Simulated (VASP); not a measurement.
A VASP calculation is set up with these files.

### INCAR
```
SYSTEM = SrO
PREC = Accurate
ENCUT = 520
EDIFF = 1E-6
NELM = 100
ALGO = Normal
LREAL = .FALSE.
LASPH = .TRUE.
ISMEAR = 0
SIGMA = 0.05
GGA = PE
LMAXMIX = 4
LWAVE = .FALSE.
LCHARG = .FALSE.
ISIF = 2
IBRION = 2
NSW = 40
EDIFFG = -0.01
```

**KPOINTS**
```
K-points
0
G
 7 7 7
```

### POSCAR
```
SrO
1.0
  0.0000000000   2.6316000000   2.6316000000
  2.6316000000   0.0000000000   2.6316000000
  2.6316000000   2.6316000000   0.0000000000
Sr O
1 1
Cartesian
  0.1200000000   0.0500000000  -0.0000000000
  2.6316000000   2.6316000000   2.6316000000
```

POTCAR, in this order: Sr_sv O (PBE.64 set). Program: vasp_std.

Problem. Write an equivalent input for Ansatz.

Solution. One equivalent input (not run):
Ansatz 0.2 input:
```yaml
crystal:
  lattice:
    - [0.0000000, 2.6316000, 2.6316000]
    - [2.6316000, 0.0000000, 2.6316000]
    - [2.6316000, 2.6316000, 0.0000000]
  atoms:
    - { symbol: Sr, position: [-0.0132999, 0.0132999, 0.0322997] }
    - { symbol: O, position: [0.5000000, 0.5000000, 0.5000000] }
kpoints:
  mp_grid: { grid: [7, 7, 7] }
hamiltonian:
  xc: pbe
  pseudopotentials: { kind: paw }
scf:
  occupations: { method: gaussian, width: 0.05 }
  max_iter: 100
relax:
  max_steps: 40
  f_tol: 0.01
output: { forces: true, stress: true, eigenvalues: true }
```
The two are equivalent in intent, not identical: each code has its own PAW files, so the cut-off isn't converted (ENCUT is set for VASP's; basis.ecutwfc is left out, and Ansatz then takes the one that its files recommend); Ansatz stops its SCF on the density residual and VASP on the energy change (EDIFF).

The compound is SrO in the rock salt structure. In the starting cell atoms are displaced from their ideal sites. This run relaxes the ions in a fixed cell. Symmetry was kept, so distortions that lower it aren't found.
